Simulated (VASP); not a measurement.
## AlGaAsN: structure and properties in VASP

Aim: relax AlGaAsN, then compute properties on the relaxed cell. The steps: relaxing cell and atoms (revPBE), second relaxation, density, ELF and potential (revPBE), bands along the symmetry lines (revPBE), total and projected DOS (revPBE) and independent-particle dielectric function (revPBE). The cell is invented: it takes the structure of a Materials Project entry for AlGaN2 (space group 156 there), with some of its atoms replaced by other elements, volume scaled by an estimate. It may not be a known or stable phase.

Program: VASP 6.6.1. Level of theory: revPBE; plane waves and PAW (As, Ga_d, Al, N); invented cell. Results are calculated unless marked as measured.

This is a report of a sequence of runs, with most program output left out.

### Step 1. Set-up

Before any relaxation, the start is as follows. It takes space group P3m1 (No. 156, trigonal). Conventional cell: a = 3.377 Å, b = 3.377 Å, c = 5.472 Å, α = 90.00°, β = 90.00°, γ = 120.00°. As has 1 Al at 2.03 Å and 3 Ga at 2.08 Å nearest. Nearest to Ga lie 3 As at 2.08 Å and 1 N at 2.11 Å. Nearest to Al lie 1 As at 2.03 Å and 3 N at 2.04 Å. Nearest to N lie 3 Al at 2.04 Å and 1 Ga at 2.11 Å. It derives from AlGaN2. it takes the structure of a Materials Project entry for AlGaN2 (space group 156 there), with some of its atoms replaced by other elements, volume scaled by an estimate. Farther neighbours and most contacts between anions are not listed.

As a file:

```
As Ga Al N
1.0
     3.37684    0.00000    0.00000
    -1.68842    2.92443    0.00000
     0.00000    0.00000    5.47213
As Ga Al N
1 1 1 1
Cartesian
  0.0000 0.0000 3.4374
  1.6884 0.9748 2.7206
  0.0000 0.0000 5.4681
  1.6884 0.9748 0.6118
```

### Step 2. Relaxing cell and atoms (revPBE)

The start need not lie at this functional's minimum. ISIF = 3 frees volume, shape and positions, and EDIFFG sets the threshold on forces and stress at which the search stops. revPBE by itself binds more weakly than PBE and expands cells; dispersion terms fitted to it are the larger for that.

INCAR reads:

```
SYSTEM = AlGaAsN
PREC = Accurate
ENCUT = 520
EDIFF = 1E-06
NELM = 100
ISMEAR = 0
SIGMA = 0.05
LREAL = .FALSE.
ALGO = Normal
GGA = RE
NBANDS = 19
LORBIT = 11
LWAVE = .FALSE.
LCHARG = .FALSE.
KPAR = 2
IBRION = 2
NSW = 60
ISIF = 3
EDIFFG = -0.01
```

POSCAR reads:

```
AlGaAsN
1.0
    3.3768400000      0.0000000000      0.0000000000
   -1.6884200000      2.9244290000      0.0000000000
    0.0000000000      0.0000000000      5.4721290000
As Ga Al N
1 1 1 1
Direct
    0.0000000000      0.0000000000      0.6281583900
    0.6666666700      0.3333333300      0.4971742100
    0.0000000000      0.0000000000      0.9992637700
    0.6666666700      0.3333333300      0.1118036400
```

KPOINTS reads:

```
Automatic mesh
0
Gamma
7 7 4
0 0 0
```

Potentials, in the order of the species: As, Ga_d, Al and N (PBE family, release 64).

Command:

```bash
mpirun -np 2 vasp_std
```

It took 4.2 min on 2 MPI ranks of AMD EPYC 7R43, shared host; peak memory 0.34 GiB; 8.4 min of CPU time.

The k-mesh is coarse for a metal. The PAW data sets were made with PBE, which is usual practice but a small mismatch for other functionals. After so large a change of volume the plane waves of the start cell no longer fit, so the final stress carries a basis-set error. The run keeps the 6 symmetry operations of its start, so it cannot find a distortion of lower symmetry.

Relaxation path:

| step | energy less that of the first step (eV) | largest force (eV/Å) | pressure (GPa) | volume (Å³) |
| --- | --- | --- | --- | --- |
| 1 | 0.0000 | 8.4749 | 48.79 | 54.04 |
| 2 | -1.5718 | 0.9482 | -16.08 | 92.98 |
| 3 | -3.1860 | 1.4637 | -4.34 | 71.54 |
| 4 | -3.1970 | 1.5655 | -3.25 | 70.67 |
| 5 | -3.2001 | 1.7065 | -2.03 | 69.76 |
| 6 | -3.3365 | 0.5514 | -0.85 | 68.28 |
| 7 | -3.3444 | 0.3219 | -0.25 | 67.81 |
| 8 | -3.3773 | 0.2691 | 0.27 | 67.03 |
| 9 | -3.3778 | 0.3033 | 0.38 | 66.93 |
| 10 | -3.3809 | 0.1082 | -0.27 | 67.35 |
| 11 | -3.3815 | 0.0494 | -0.04 | 67.23 |
| 12 | -3.3815 | 0.0492 | -0.10 | 67.24 |
| 13 | -3.3817 | 0.0275 | 0.01 | 67.16 |
| 14 | -3.3817 | 0.0204 | 0.09 | 67.11 |
| 15 | -3.3817 | 0.0089 | -0.04 | 67.18 |

| conventional cell, symmetrised | before | after | change |
| --- | --- | --- | --- |
| a (Å) | 3.377 | 3.577 | +5.9 % |
| b (Å) | 3.377 | 3.577 | +5.9 % |
| c (Å) | 5.472 | 6.064 | +10.8 % |
| volume (Å³/atom) | 13.51 | 16.79 | +24.3 % |

The atoms that moved most (Å, as changes of fractional coordinates times the final cell):

| atom | dx | dy | dz | length |
| --- | --- | --- | --- | --- |
| Ga2 | 0.000 | 0.000 | -0.319 | 0.319 |
| Al3 | 0.000 | 0.000 | 0.282 | 0.282 |
| As1 | 0.000 | 0.000 | 0.021 | 0.021 |
| N4 | 0.000 | 0.000 | 0.016 | 0.016 |

The relaxed structure:

```cif
data_structure
_symmetry_space_group_name_H-M 'P 1'
_symmetry_Int_Tables_number 1
_cell_length_a 3.5765
_cell_length_b 3.5765
_cell_length_c 6.0644
_cell_angle_alpha 90.000
_cell_angle_beta 90.000
_cell_angle_gamma 120.000
_cell_volume 67.18
loop_
_atom_site_label
_atom_site_type_symbol
_atom_site_fract_x
_atom_site_fract_y
_atom_site_fract_z
_atom_site_occupancy
As1 As 0.00000 0.00000 0.63162 1
Ga2 Ga 0.66667 0.33333 0.44456 1
Al3 Al 0.00000 0.00000 0.04584 1
N4 N 0.66667 0.33333 0.11439 1
```

Numbers from this step:

- electrons: 26
- bands: 19
- irreducible k-points: 28
- symmetry operations: 6
- free energy (TOTEN): -19.72 eV
- energy at zero smearing: -19.72 eV
- Fermi energy: 6.065 eV
- pressure: -0.04388 GPa
- metallic: yes
- SCF cycles over all ionic steps: 111

It ends with a largest force of 0.009 eV/Å and a pressure of -0.04 GPa.

### Step 3. Second relaxation

The basis stayed that of the start cell while the cell moved. A rerun from the cell reached resets it; the error of the finite cutoff stays. The mesh changes with the cell too.

INCAR is that of step 2.

POSCAR reads:

```
AlGaAsN
1.0
    3.5765096863      0.0000000000      0.0000000000
   -1.7882548431      3.0973479834      0.0000000000
    0.0000000000      0.0000000000      6.0643573710
As Ga Al N
1 1 1 1
Direct
    0.0000000000      0.0000000000      0.6316196571
    0.6666666700      0.3333333300      0.4445550601
    0.0000000000      0.0000000000      0.0458366392
    0.6666666700      0.3333333300      0.1143886537
```

KPOINTS reads:

```
Automatic mesh
0
Gamma
6 6 3
0 0 0
```

Command:

```bash
mpirun -np 2 vasp_std
```

Run time: 64 s. Hardware: 2 MPI ranks; peak memory 0.34 GiB.

Relaxation path:

| step | energy less that of the first step (eV) | largest force (eV/Å) | pressure (GPa) | volume (Å³) |
| --- | --- | --- | --- | --- |
| 1 | 0.0000 | 0.1271 | 0.47 | 67.18 |
| 2 | -0.0017 | 0.0339 | -0.34 | 67.66 |
| 3 | -0.0017 | 0.0316 | -0.21 | 67.59 |
| 4 | -0.0020 | 0.0076 | 0.00 | 67.44 |

| conventional cell, symmetrised | before | after | change |
| --- | --- | --- | --- |
| a (Å) | 3.577 | 3.573 | -0.1 % |
| b (Å) | 3.577 | 3.573 | -0.1 % |
| c (Å) | 6.064 | 6.099 | +0.6 % |
| volume (Å³/atom) | 16.79 | 16.86 | +0.4 % |

Final coordinates:

```
As Ga Al N
1.0
     3.57326    0.00000    0.00000
    -1.78663    3.09453    0.00000
     0.00000    0.00000    6.09890
As Ga Al N
1 1 1 1
Direct
  0.00000 0.00000 0.63181
  0.66667 0.33333 0.44332
  0.00000 0.00000 0.04664
  0.66667 0.33333 0.11463
```

This step gave:

```yaml
irreducible_k_points: 17
free_energy_toten: -19.73 eV
energy_at_zero_smearing: -19.73 eV
fermi_energy: 6.049 eV
pressure: 7.63e-4 GPa
scf_cycles_over_all_ionic_steps: 32
```

It ends with a largest force of 0.008 eV/Å and a pressure of 0.00 GPa.

### Step 4. Density, ELF and potential (revPBE)

The relaxed cell gets a fresh self-consistent run, on a basis set for its own volume, to fix the density and to check the remaining stress.

INCAR: that of step 3 with these lines changed.

```diff
@@ -13,7 +13,5 @@
 LWAVE = .FALSE.
-LCHARG = .FALSE.
-KPAR = 2
-IBRION = 2
-NSW = 60
-ISIF = 3
-EDIFFG = -0.01
+LCHARG = .TRUE.
+ISIF = 2
+LELF = .TRUE.
+LVHAR = .TRUE.
```

POSCAR reads:

```
AlGaAsN
1.0
    3.5732612378      0.0000000000      0.0000000000
   -1.7866306189      3.0945347452      0.0000000000
    0.0000000000      0.0000000000      6.0989016103
As Ga Al N
1 1 1 1
Direct
    0.0000000000      0.0000000000      0.6318102766
    0.6666666700      0.3333333300      0.4433230830
    0.0000000000      0.0000000000      0.0466377218
    0.6666666700      0.3333333300      0.1146289287
```

KPOINTS is that of step 3.

Command:

```bash
mpirun -np 2 vasp_std
```

It took 22 s on 2 MPI ranks; peak memory 0.26 GiB.

Numbers from this step:

```
SCF cycles   : 14
bands        : 20
Fermi energy : 6.048 eV
pressure     : -0.01696 GPa
```

Valence electrons inside each PAW sphere by angular momentum. Sphere charges, by row:

| atom | s (e) | p (e) | d (e) | tot (e) |
| --- | --- | --- | --- | --- |
| As1 | 1.21 | 1.674 | 0.039 | 2.922 |
| Ga2 | 0.86 | 0.914 | 10.06 | 11.83 |
| Al3 | 0.362 | 0.298 | 0 | 0.66 |
| N4 | 1.248 | 2.39 | 0 | 3.638 |

ELF in the ac plane at fractional y = 0.000, with atoms of As and Al within 0.2 Å of it. It is the smooth field of the valence electrons, not physical close to the nuclei.

Values, 23 rows by 14 columns, each cell a mean:
```
0.46 0.36 0.28 0.28 0.28 0.27 0.26 0.26 0.26 0.27 0.29 0.28 0.29 0.38
0.83 0.74 0.58 0.38 0.22 0.15 0.12 0.11 0.12 0.16 0.26 0.43 0.61 0.77
0.91 0.87 0.76 0.54 0.27 0.12 0.06 0.05 0.07 0.14 0.33 0.60 0.79 0.89
0.92 0.90 0.85 0.69 0.42 0.18 0.06 0.03 0.07 0.21 0.49 0.74 0.86 0.91
0.91 0.90 0.87 0.77 0.55 0.27 0.09 0.05 0.11 0.32 0.62 0.80 0.87 0.91
0.86 0.86 0.85 0.80 0.64 0.38 0.14 0.07 0.18 0.43 0.70 0.82 0.85 0.86
0.69 0.74 0.79 0.80 0.71 0.48 0.21 0.13 0.26 0.53 0.75 0.81 0.79 0.72
0.46 0.58 0.74 0.80 0.75 0.55 0.29 0.19 0.34 0.60 0.78 0.80 0.71 0.55
0.38 0.53 0.73 0.82 0.78 0.61 0.37 0.27 0.41 0.65 0.80 0.81 0.70 0.49
0.51 0.62 0.77 0.83 0.77 0.61 0.40 0.32 0.44 0.65 0.80 0.82 0.74 0.59
0.64 0.70 0.78 0.80 0.72 0.53 0.36 0.30 0.39 0.57 0.75 0.80 0.76 0.68
0.65 0.68 0.72 0.71 0.60 0.42 0.31 0.28 0.32 0.45 0.64 0.72 0.71 0.67
0.53 0.55 0.58 0.56 0.45 0.33 0.27 0.26 0.28 0.34 0.48 0.57 0.57 0.55
0.36 0.38 0.39 0.38 0.33 0.27 0.24 0.24 0.24 0.28 0.35 0.39 0.39 0.37
0.20 0.20 0.21 0.22 0.22 0.21 0.21 0.21 0.21 0.22 0.22 0.22 0.21 0.20
0.14 0.14 0.14 0.15 0.16 0.18 0.19 0.20 0.19 0.18 0.16 0.14 0.14 0.14
0.16 0.16 0.15 0.16 0.17 0.20 0.22 0.23 0.22 0.19 0.17 0.16 0.15 0.16
0.21 0.22 0.24 0.26 0.29 0.32 0.34 0.35 0.34 0.31 0.28 0.26 0.24 0.22
0.17 0.22 0.32 0.41 0.45 0.47 0.48 0.48 0.48 0.47 0.44 0.39 0.30 0.20
0.07 0.14 0.33 0.52 0.58 0.59 0.58 0.58 0.58 0.59 0.57 0.48 0.28 0.11
0.02 0.07 0.28 0.56 0.65 0.65 0.63 0.62 0.64 0.65 0.64 0.50 0.23 0.05
0.01 0.04 0.20 0.49 0.61 0.62 0.60 0.60 0.61 0.62 0.59 0.42 0.16 0.02
0.03 0.04 0.13 0.34 0.47 0.49 0.49 0.49 0.49 0.49 0.45 0.29 0.11 0.03
```
Columns run along a (3.6 Å), rows up along c (6.1 Å). Atoms in or near the plane, at fractional coordinates: As at (0.00, 0.63), Al at (0.00, 0.05).

Valence density in the ac plane at fractional y = 0.000, with atoms of As and Al within 0.2 Å of it. It is the smooth field of the valence electrons, not physical close to the nuclei.

Values in e/Å³, 23 rows by 14 columns, each cell a mean:
```
 0.14  0.14  0.15  0.14  0.13  0.11  0.10  0.10  0.10  0.11  0.13  0.15  0.15  0.14
 0.24  0.22  0.19  0.15  0.11  0.08  0.07  0.06  0.07  0.08  0.11  0.16  0.20  0.23
 0.33  0.29  0.23  0.16  0.10  0.07  0.05  0.04  0.05  0.07  0.11  0.18  0.24  0.30
 0.44  0.40  0.31  0.20  0.12  0.07  0.05  0.04  0.05  0.08  0.13  0.22  0.32  0.41
 0.59  0.54  0.42  0.27  0.15  0.09  0.05  0.04  0.06  0.10  0.18  0.30  0.44  0.55
 0.64  0.63  0.54  0.37  0.21  0.12  0.07  0.06  0.08  0.13  0.25  0.42  0.57  0.63
 0.30  0.44  0.57  0.49  0.30  0.17  0.11  0.09  0.12  0.19  0.34  0.53  0.56  0.41
-0.15  0.14  0.49  0.55  0.37  0.22  0.14  0.12  0.15  0.24  0.42  0.57  0.44  0.06
-0.24  0.08  0.48  0.59  0.42  0.27  0.19  0.16  0.20  0.29  0.47  0.60  0.42 -0.01
 0.20  0.37  0.59  0.59  0.43  0.30  0.23  0.21  0.24  0.32  0.47  0.61  0.56  0.33
 0.52  0.56  0.59  0.51  0.39  0.30  0.26  0.24  0.26  0.32  0.42  0.54  0.59  0.55
 0.47  0.47  0.44  0.38  0.32  0.29  0.27  0.27  0.27  0.29  0.33  0.39  0.44  0.47
 0.29  0.28  0.27  0.25  0.24  0.24  0.26  0.26  0.25  0.25  0.24  0.26  0.27  0.28
 0.17  0.17  0.17  0.17  0.18  0.19  0.21  0.22  0.21  0.19  0.17  0.17  0.17  0.17
 0.10  0.10  0.11  0.11  0.13  0.14  0.16  0.17  0.16  0.14  0.12  0.11  0.11  0.10
 0.08  0.08  0.08  0.09  0.10  0.11  0.13  0.13  0.12  0.11  0.10  0.09  0.08  0.08
 0.08  0.08  0.09  0.09  0.10  0.11  0.13  0.13  0.12  0.11  0.10  0.09  0.08  0.08
 0.10  0.10  0.11  0.12  0.13  0.15  0.16  0.17  0.16  0.14  0.13  0.11  0.11  0.10
 0.10  0.12  0.14  0.16  0.18  0.20  0.22  0.23  0.22  0.20  0.17  0.15  0.13  0.11
 0.08  0.10  0.15  0.19  0.22  0.25  0.28  0.29  0.27  0.25  0.22  0.18  0.14  0.10
 0.03  0.07  0.13  0.20  0.25  0.27  0.29  0.30  0.29  0.27  0.24  0.19  0.12  0.05
 0.00  0.04  0.11  0.19  0.22  0.24  0.24  0.25  0.24  0.23  0.22  0.17  0.10  0.03
 0.03  0.06  0.11  0.16  0.18  0.18  0.17  0.17  0.17  0.18  0.18  0.15  0.10  0.05
```
Columns run along a (3.6 Å), rows up along c (6.1 Å). Atoms in or near the plane, at fractional coordinates: As at (0.00, 0.63), Al at (0.00, 0.05).

Electrostatic potential energy in the ac plane at fractional y = 0.000, with atoms of As and Al within 0.2 Å of it. With pseudopotentials it is smooth inside the atoms' cores, unlike the true potential.

Ten even steps from '_' (-62 eV) to '@' (2 eV), each cell a mean:
```
..::++%%@@@@@@@@@@@@%%##++::
****##%%@@@@@@@@@@@@@@%%##**
%%%%%%@@@@@@@@@@@@@@@@@@%%%%
%%@@@@@@@@@@@@@@@@@@@@@@@@%%
##%%%%@@@@@@@@@@@@@@@@@@%%%%
--==**%%@@@@@@@@@@@@@@%%**==
--::--##@@@@@@@@@@@@%%**--::
##==::++%%@@@@@@@@@@%%==::++
##++::++%%@@@@@@@@@@%%==::++
--::--**%%@@@@@@@@@@%%++----
----++%%@@@@@@@@@@@@@@##++--
####%%@@@@@@@@%%@@@@@@@@%%##
@@@@@@@@@@@@%%%%%%@@@@@@@@@@
@@@@@@@@@@@@@@%%@@@@@@@@@@@@
@@@@@@@@@@@@@@@@@@@@@@@@@@@@
@@@@@@@@@@@@@@@@@@@@@@@@@@@@
@@@@@@@@@@@@@@@@@@@@@@@@@@@@
%%%%%%@@@@@@@@@@@@@@@@@@%%%%
**##%%%%@@@@@@@@@@@@@@%%##**
..--**%%@@@@@@@@@@@@%%##++::
____::##%%@@@@@@@@@@%%**::__
____..**%%@@@@@@@@@@%%++..__
____::**%%@@@@@@@@@@%%**..__
```
Columns run along a (3.6 Å; values clipped at the 3rd and 97th percentile), rows up along c (6.1 Å). Atoms in or near the plane, at fractional coordinates: As at (0.00, 0.63), Al at (0.00, 0.05).

In this run the pressure is -0.02 GPa, small enough to go on.

### Step 5. Bands along the symmetry lines (revPBE)

The mesh alone shows little of the dispersion and can miss band extrema, so KPOINTS_OPT adds a path through the symmetry points after the self-consistent cycle.

INCAR reads:

```
SYSTEM = AlGaAsN
PREC = Accurate
ENCUT = 520
EDIFF = 1E-06
NELM = 100
ISMEAR = 0
SIGMA = 0.05
LREAL = .FALSE.
ALGO = Normal
GGA = RE
NBANDS = 27
LORBIT = 11
LWAVE = .FALSE.
LCHARG = .FALSE.
KPAR = 2
```

POSCAR is that of step 4.

KPOINTS is that of step 4.

KPOINTS_OPT reads:

```
Line mode
16
Line-mode
Reciprocal
  0.00000000   0.00000000   0.00000000 GAMMA
  0.50000000   0.00000000   0.00000000 M

  0.50000000   0.00000000   0.00000000 M
  0.33333333   0.33333333   0.00000000 K

  0.33333333   0.33333333   0.00000000 K
  0.00000000   0.00000000   0.00000000 GAMMA

  0.00000000   0.00000000   0.00000000 GAMMA
  0.00000000   0.00000000   0.50000000 A

  0.00000000   0.00000000   0.50000000 A
  0.50000000   0.00000000   0.50000000 L

  0.50000000   0.00000000   0.50000000 L
  0.33333333   0.33333333   0.50000000 H

  0.33333333   0.33333333   0.50000000 H
  0.00000000   0.00000000   0.50000000 A

  0.50000000   0.00000000   0.50000000 L
  0.50000000   0.00000000   0.00000000 M

  0.33333333   0.33333333   0.00000000 K
  0.33333333   0.33333333   0.50000000 H
```

Command:

```bash
mpirun -np 2 vasp_std
```

Run time: 2.6 min. Hardware: 2 MPI ranks; peak memory 0.38 GiB; 5.1 min of CPU time.

Spin-orbit coupling is off here; it would split degenerate levels.

Numbers from this step:

- bands: 27
- Fermi energy: 6.049 eV
- pressure: -0.007018 GPa

The electronic bands at the labelled points (eV, zero at the Fermi level; # counts the bands kept):

| point | #3 | #4 | #5 | #6 | #7 | #8 | #9 | #10 |
| --- | --- | --- | --- | --- | --- | --- | --- | --- |
| Γ | -3.66 | -2.12 | -1.19 | 0.38 | 0.38 | 3.18 | 4.91 | 4.91 |
| 0.53 of the way | -4.10 | -3.82 | -2.51 | -0.77 | 0.76 | 2.60 | 3.91 | 4.84 |
| M | -5.26 | -4.41 | -3.65 | -1.40 | 1.10 | 2.17 | 2.85 | 4.80 |
| 0.53 of the way | -5.38 | -4.84 | -3.71 | -2.93 | 1.79 | 2.42 | 3.82 | 4.38 |
| K | -6.10 | -4.53 | -3.90 | -3.84 | 1.45 | 3.18 | 3.75 | 4.92 |
| 0.53 of the way | -4.44 | -3.53 | -2.52 | -1.46 | 0.97 | 3.45 | 4.05 | 4.30 |
| Γ | -3.66 | -2.12 | -1.19 | 0.38 | 0.38 | 3.18 | 4.91 | 4.91 |
| 0.53 of the way | -3.64 | -3.64 | 0.05 | 0.33 | 0.33 | 3.37 | 4.22 | 5.01 |
| A | -3.63 | -3.63 | 0.29 | 0.29 | 0.69 | 3.18 | 3.99 | 5.20 |
| 0.47 of the way | -4.01 | -3.96 | -2.87 | -0.80 | 1.92 | 2.58 | 3.00 | 4.24 |
| L | -4.31 | -3.89 | -3.06 | -1.68 | 0.58 | 1.74 | 2.46 | 3.84 |
| 0.53 of the way | -5.16 | -3.96 | -3.28 | -2.58 | 1.16 | 2.10 | 3.34 | 4.61 |
| H | -5.78 | -4.49 | -3.52 | -2.44 | 1.69 | 2.23 | 2.70 | 4.89 |
| 0.47 of the way | -4.48 | -3.88 | -3.08 | -2.24 | 2.10 | 2.67 | 3.28 | 4.30 |
| A | -3.63 | -3.63 | 0.29 | 0.29 | 0.69 | 3.18 | 3.99 | 5.20 |
| jump to L | -4.31 | -3.89 | -3.06 | -1.68 | 0.58 | 1.74 | 2.46 | 3.84 |
| 0.53 of the way | -4.75 | -4.37 | -3.20 | -1.53 | 0.64 | 2.04 | 2.98 | 4.37 |
| M | -5.26 | -4.41 | -3.65 | -1.40 | 1.10 | 2.17 | 2.85 | 4.80 |
| jump to K | -6.10 | -4.53 | -3.90 | -3.84 | 1.45 | 3.18 | 3.75 | 4.92 |
| 0.53 of the way | -5.95 | -4.19 | -3.98 | -3.09 | 2.09 | 2.47 | 2.76 | 5.00 |
| H | -5.78 | -4.49 | -3.52 | -2.44 | 1.69 | 2.23 | 2.70 | 4.89 |

Of the projections kept (As, Ga, Al, N), the largest for each band there; the rest of the weight can lie on other orbitals:

| point | #3 | #4 | #5 | #6 | #7 | #8 | #9 | #10 |
| --- | --- | --- | --- | --- | --- | --- | --- | --- |
| Γ | N 0.89 | N 0.53 | N 0.43 | As 0.72 | As 0.72 | Ga 0.50 | Ga 0.68 | Ga 0.68 |
| M | N 0.37 | N 0.78 | As 0.40 | As 0.60 | Al 0.49 | Ga 0.36 | Ga 0.45 | N 0.63 |
| K | N 0.58 | N 0.60 | As 0.61 | As 0.44 | Ga 0.61 | N 0.62 | Ga 0.43 | N 0.74 |
| Γ | N 0.89 | N 0.53 | N 0.43 | As 0.72 | As 0.72 | Ga 0.50 | Ga 0.68 | Ga 0.68 |
| A | N 0.91 | N 0.91 | As 0.72 | As 0.72 | Al 0.48 | N 0.56 | As 0.52 | Ga 0.68 |
| L | N 0.83 | N 0.59 | As 0.51 | As 0.63 | Ga 0.36 | Ga 0.38 | Ga 0.48 | Al 0.34 |

There is no gap at this level.

[end of part 1 of 2]

[Lines on the potential files, build, host, timing and source positions are cut from VASP's logs without a mark.]

[Logs are printed without paths, hosts, clocks, repeated set-up lines and the standing remarks that a program may print on its own settings, such as how far it seeks lower states.]

[Hosts, paths, dates, database ids (printed as entryN), source tags and the programs' standing remarks are cut or masked in the printed files.]

[A measured line is paired with the nearest computed mode of its activity, which favours agreement.]
